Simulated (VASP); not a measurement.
Consider the following.

```
CELL_PARAMETERS angstrom
      0.00000     1.80795     1.80795
      1.80795     0.00000     1.80795
      1.80795     1.80795     0.00000
ATOMIC_POSITIONS crystal
  B  0.00000 0.00000 0.00000
  N  0.25000 0.25000 0.25000
```

Calculation: PBE GGA with D3 dispersion (zero damping), VASP's PBE PAW potentials (set 64) (plane waves; VASP). Settings: 520 eV cut-off, 14×14×14 Γ-centred mesh, tetrahedra with Blöchl corrections, potentials B N.

Task: Estimate the energy per atom (σ→0), band gap (on the k-mesh) with the smallest direct gap where there is one.

Result: 
| Item | Value |
|---|---|
| band gap (on the k-mesh) | 4.46 eV |
| smallest direct gap (on the k-mesh) | 8.82 eV |
| energy per atom (σ→0) | -8.863 eV/atom |

The absolute energy has meaning only against runs of the same code, potentials and settings.

The compound is BN in the zinc blende structure. It was relaxed first.
